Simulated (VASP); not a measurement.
All values below come from AM05 GGA, VASP's PBE PAW potentials (set 64) (plane waves; VASP).

A VASP calculation is set up with these files.

### POSCAR
```
Fe
1
   -1.3921566897     1.3921566897     1.3921566897
    1.3921566897    -1.3921566897     1.3921566897
    1.3921566897     1.3921566897    -1.3921566897
Fe
1
Direct
  0.0000000000   0.0000000000   0.0000000000
```

### INCAR
```
# general
SYSTEM   =  Fe
PREC     =  Accurate
ENCUT    =  520
LREAL    =  F   # projection in real space or not
LASPH    =  T

# electronic loop
EDIFF    =  1E-7   # SCF stop (eV)
NELM     =  100   # most electronic steps
ALGO     =  Normal   # blocked Davidson
LMAXMIX  =  4   # l cut-off of mixed one-centre charges

# smearing
ISMEAR   =  1
SIGMA    =  0.1   # width (eV)

# functional
GGA      =  AM

# spin
ISPIN    =  2
MAGMOM   =  2.1

# ions
ISIF     =  2   # forces and stress, cell fixed

# output
LWAVE    =  F
LCHARG   =  F
LORBIT   =  10
```

**KPOINTS**
```
Regular mesh
0
gamma
  18 18 18
```

POTCAR, in this order: Fe (PBE.64 set). Program: vasp_std.

Output

**OUTCAR**
```
 ion  position               nearest neighbor table
   1  0.000  0.000  0.000-
  LATTYP: Found a body centered cubic cell.
 ALAT       =     2.7843133794
 Subroutine PRICEL returns:
 Original cell was already a primitive cell.
 Subroutine GETGRP returns: Found 48 space group operations
The static configuration has the point symmetry O_h .
The dynamic configuration has the point symmetry O_h .
The overall configuration has the point symmetry O_h .
 Subroutine INISYM returns: Found 48 space group operations
 Subroutine IBZKPT returns following result:
 Found    195 irreducible k-points:

 Following reciprocal coordinates:
            Coordinates               Weight
  0.000000  0.000000  0.000000      1.000000
  0.055556  0.000000  0.000000     12.000000
  0.111111  0.000000  0.000000     12.000000
  0.166667  0.000000  0.000000     12.000000
  0.222222  0.000000  0.000000     12.000000
  0.277778  0.000000  0.000000     12.000000
  0.333333  0.000000  0.000000     12.000000
  0.388889  0.000000  0.000000     12.000000
  0.444444  0.000000  0.000000     12.000000
  0.500000  0.000000  0.000000      6.000000
  0.055556  0.055556  0.000000     24.000000
  0.111111  0.055556 -0.000000     48.000000
  0.166667  0.055556 -0.000000     48.000000
  0.222222  0.055556  0.000000     48.000000
  0.277778  0.055556 -0.000000     48.000000
  0.333333  0.055556 -0.000000     48.000000
  0.388889  0.055556  0.000000     48.000000
  0.444444  0.055556  0.000000     48.000000
  0.111111  0.111111  0.000000     24.000000
  0.166667  0.111111  0.000000     48.000000
  0.222222  0.111111  0.000000     48.000000
  0.277778  0.111111 -0.000000     48.000000
  0.333333  0.111111 -0.000000     48.000000
  0.388889  0.111111  0.000000     48.000000
...
```

**OSZICAR**
```
       N       E                     dE             d eps       ncg     rms          rms(c)
DAV:   1     0.143334430646E+02    0.14333E+02   -0.41705E+03  7380   0.109E+03
DAV:   2    -0.958534718497E+01   -0.23919E+02   -0.22489E+02  7058   0.128E+02
DAV:   3    -0.988575278972E+01   -0.30041E+00   -0.29932E+00  7805   0.197E+01
DAV:   4    -0.988713786053E+01   -0.13851E-02   -0.13849E-02  7642   0.122E+00
DAV:   5    -0.988715009221E+01   -0.12232E-04   -0.12231E-04  7618   0.104E-01    0.125E+01
DAV:   6    -0.874459706864E+01    0.11426E+01   -0.13059E+01  7423   0.593E+01    0.509E+00
DAV:   7    -0.868935756756E+01    0.55240E-01   -0.67722E-01  7425   0.130E+01    0.324E+00
DAV:   8    -0.868100372676E+01    0.83538E-02   -0.51759E-03  8722   0.674E-01    0.154E+00
DAV:   9    -0.867208650191E+01    0.89172E-02   -0.49855E-03  8844   0.615E-01    0.427E-01
DAV:  10    -0.867216930905E+01   -0.82807E-04   -0.15164E-03  8780   0.409E-01    0.158E-01
DAV:  11    -0.867222633218E+01   -0.57023E-04   -0.53930E-05  7348   0.102E-01    0.331E-02
DAV:  12    -0.867222932606E+01   -0.29939E-05   -0.63632E-06  8259   0.390E-02    0.906E-03
DAV:  13    -0.867223006449E+01   -0.73844E-06   -0.12359E-06  7341   0.129E-02    0.552E-03
DAV:  14    -0.867223040915E+01   -0.34465E-06   -0.31881E-07  4045   0.670E-03    0.115E-03
DAV:  15    -0.867223040816E+01    0.98805E-09   -0.13153E-08  3559   0.124E-03
   1 F= -.86722304E+01 E0= -.86720058E+01  d E =-.673745E-03  mag=     2.1452
```

OUTCAR:
```
------------------------ aborting loop because EDIFF is reached ----------------------------------------
  FORCE on cell =-STRESS in cart. coord.  units (eV):
  Direction    XX          YY          ZZ          XY          YZ          ZX
  --------------------------------------------------------------------------------------
  Total        0.0243223      0.0243223      0.0243223      0.0000000      0.0000000      0.0000000
  in kB        3.6107012      3.6107012      3.6107012      0.0000000      0.0000000      0.0000000
  external PRESSURE =       3.6107012 kB  Pullay stress =       0.0000000 kB
  volume of cell :       10.79
      direct lattice vectors                 reciprocal lattice vectors
    -1.392156690  1.392156690  1.392156690     0.000000000  0.359154974  0.359154974
     1.392156690 -1.392156690  1.392156690     0.359154974  0.000000000  0.359154974
     1.392156690  1.392156690 -1.392156690     0.359154974  0.359154974  0.000000000
 POSITION                                       TOTAL-FORCE (eV/Angst)
 -----------------------------------------------------------------------------------
      0.00000      0.00000      0.00000         0.000000      0.000000      0.000000
 -----------------------------------------------------------------------------------
    total drift:                                0.000000     -0.000000      0.000000
  FREE ENERGIE OF THE ION-ELECTRON SYSTEM (eV)
  ---------------------------------------------------
  free  energy   TOTEN  =        -8.6722304082 eV

  energy  without entropy=       -8.6715566629  energy(sigma->0) =       -8.67200583

 total charge

# of ion       s       p       d       tot
------------------------------------------
    1        0.511   0.591   6.277   7.379

 magnetization (x)

# of ion       s       p       d       tot
------------------------------------------
    1       -0.014  -0.045   2.176   2.118
```
(Selected blocks of OUTCAR.)

OUTCAR:
```
 val. band max:        6.2317253496   @ k =  -0.4444  -0.4444   0.2778

 cond. band min:       6.2443512767   @ k =  -0.3889   0.5000   0.2778


 Fermi energy:         6.2356408604

 spin component 1

 k-point     1 :       0.0000    0.0000    0.0000
  band No.  band energies     occupation
      1      -2.6519      1.00000
      2       3.7651      1.00000
      3       3.7651      1.00000
      4       3.7651      1.00000
      5       5.2040      1.00000
      6       5.2040      1.00000
      7      31.5155      0.00000
      8      31.5155      0.00000
      9      31.5155      0.00000

 k-point     2 :       0.0556    0.0000    0.0000
  band No.  band energies     occupation
      1      -2.5185      1.00000
      2       3.7266      1.00000
      3       3.7621      1.00000
      4       3.8397      1.00000
      5       5.1644      1.00000
      6       5.2070      1.00000
      7      30.6914      0.00000
      8      31.3424      0.00000
      9      31.4443      0.00000

 k-point     3 :       0.1111    0.0000    0.0000
  band No.  band energies     occupation
      1      -2.1270      1.00000
      2       3.6167      1.00000
      3       3.7421      1.00000
      4       4.0577      1.00000
      5       5.0712      1.00000
      6       5.2170      1.00000
      7      28.7761      0.00000
      8      30.7229      0.00000
      9      31.2633      0.00000

 k-point     4 :       0.1667    0.0000    0.0000
  band No.  band energies     occupation
      1      -1.5073      1.00000
      2       3.4513      1.00000
      3       3.6858      1.00000
      4       4.4027      1.00000
      5       4.9895      1.00000
      6       5.2355      1.00000
      7      26.3763      0.00000
      8      29.6657      0.00000
      9      31.0369      0.00000

 k-point     5 :       0.2222    0.0000    0.0000
  band No.  band energies     occupation
      1      -0.7259      1.00000
...
```

The compound is Fe in the bcc structure. It was relaxed first, which changed the volume by -9 %.
